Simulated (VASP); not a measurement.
A convergence study with VASP on TiAl (space group no. 123 when undisturbed): one setting is varied, all else stays as given below, so the limit is that of these other settings. One atom is moved off its site, so that forces are finite.

```xyz
2
Lattice="2.8441 0.0000 0.0000 0.0000 2.8441 0.0000 0.0000 0.0000 4.0903" Properties=species:S:1:pos:R:3 pbc="T T T"
Ti     0.0000     0.0000     0.0500
Al     1.4221     1.4221     2.0452
```

All values below come from PBE GGA, VASP's PBE PAW potentials (set 64) (plane waves; VASP). The tightest run used: 300 eV cut-off, 20×20×14 Γ-centred mesh, Gaussian smearing of 0.10 eV, potentials Ti_sv Al.

Q: The settings run are 2×2×2 mesh; 3×3×2 mesh; 3×3×3 mesh; 4×4×3 mesh; 5×5×3 mesh; 5×5×4 mesh; 6×6×4 mesh; 7×7×5 mesh; 8×8×6 mesh; 9×9×6 mesh; 10×10×7 mesh; 11×11×8 mesh; 12×12×9 mesh; 13×13×10 mesh; 15×15×11 mesh; 17×17×12 mesh; 18×18×13 mesh; 20×20×14 mesh. From which on does the energy per atom stay within 0.01 eV/atom of the tightest run?

A: From 6×6×4 mesh on: it is off by 0.0009 there and by no more than 0.01 in any finer run, while 5×5×4 mesh is off by 0.0316.
```
setting        E (eV/atom)  pressure (GPa)  largest force (eV/Å)  irreducible k-points  difference judged (eV/atom)
-------------  -----------  --------------  --------------------  --------------------  ---------------------------
2×2×2 mesh         -6.3703           -4.38                 0.301                     6                       0.1876
3×3×2 mesh         -6.1624           -3.45                 0.214                     6                       0.0203
3×3×3 mesh         -6.1704           -3.10                 0.187                     6                       0.0123
4×4×3 mesh         -6.1455           -2.06                 0.269                    12                       0.0372
5×5×3 mesh         -6.1526           -1.79                 0.284                    12                       0.0301
5×5×4 mesh         -6.1511           -1.91                 0.254                    18                       0.0316
6×6×4 mesh         -6.1837           -2.02                 0.275                    30                       0.0009
7×7×5 mesh         -6.1792           -2.06                 0.283                    30                       0.0035
8×8×6 mesh         -6.1794           -2.07                 0.270                    60                       0.0033
9×9×6 mesh         -6.1803           -2.08                 0.259                    60                       0.0024
10×10×7 mesh       -6.1821           -2.08                 0.270                    84                       0.0006
11×11×8 mesh       -6.1838           -2.16                 0.276                   105                       0.0011
12×12×9 mesh       -6.1834           -2.13                 0.274                   140                       0.0007
13×13×10 mesh      -6.1817           -2.12                 0.262                   168                       0.0010
15×15×11 mesh      -6.1828           -2.13                 0.269                   216                       0.0001
17×17×12 mesh      -6.1822           -2.24                 0.266                   315                       0.0005
18×18×13 mesh      -6.1825           -2.22                 0.265                   385                       0.0002
20×20×14 mesh      -6.1827           -2.13                 0.269                   528                       0.0000
```

Left out are rungs that failed or repeat a setting and relaxations that didn't move; long series are thinned to 24 rows.

The structure is a typed TiAl crystal (space group no. 123). The cell was not relaxed at this level, it is distorted from the ideal structure. The electron count is odd and the run is not spin-polarised, which forces a metal.
